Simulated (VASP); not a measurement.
Input:

```xyz
6
Lattice="3.4732 0.0000 0.0000 0.0000 10.4524 0.0000 0.0000 0.0000 3.4105" Properties=species:S:1:pos:R:3 pbc="T T T"
Pt     0.0000     0.0000     1.7053
Pt     1.7366     5.2262     0.0000
Cl     3.0927     8.9818     0.0000
Cl     0.3805     1.4706     0.0000
Cl     1.3561     6.6968     1.7053
Cl     2.1171     3.7556     1.7053
```

Calculation: LDA (Ceperley-Alder, Perdew-Zunger), VASP's LDA PAW potentials (set 64) (plane waves; VASP 6.6.1). Numerical set-up: 400 eV cut-off, 7×3×7 Γ-centred mesh, tetrahedra with Blöchl corrections, potentials Pt Cl.

Question: What does the run give for the energy per atom (σ→0)?

Answer: 
The energy per atom (σ→0) is -4.321 eV/atom.

The absolute energy has meaning only against runs of the same code, potentials and settings.

The structure comes from a computed database's PtCl2 entry (Pnnm); how it stands against other phases isn't given here. It was relaxed first, which changed the volume by -14 %.
